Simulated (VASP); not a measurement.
# BaS (relaxed from the NiAs type structure, space group P6_3/mmc): computed properties

Calculation: PBEsol GGA, VASP's PBE PAW potentials (set 64) (plane waves; VASP).

space group: P6_3/mmc (194)
cell: a = b = 4.3972 Å, c = 7.7331 Å, α = β = 90.00°, γ = 120.00°
volume per atom: 32.37 Å³/atom
band gap (over mesh and band path): 2.17 eV
smallest direct gap (over mesh and band path): 2.17 eV
band-edge character: indirect, Γ to M
density: 4.34 g/cm³

```
BaS
1.0
    4.39718     0.00000     0.00000
   -2.19859     3.80807     0.00000
    0.00000     0.00000     7.73312
Ba S
2 2
Direct
  0.00000   0.00000   0.00000
  0.00000   0.00000   0.50000
  0.33333   0.66667   0.25000
  0.66667   0.33333   0.75000
```

Unless said otherwise, spin-orbit coupling is left out, though it shifts the bands of the heavy elements here.

The structure was generated: BaS was put into the NiAs type type (P6_3/mmc), which need not be its known phase. It was relaxed first, which changed the volume by -19 %. Symmetry was kept, so distortions that lower it aren't found.
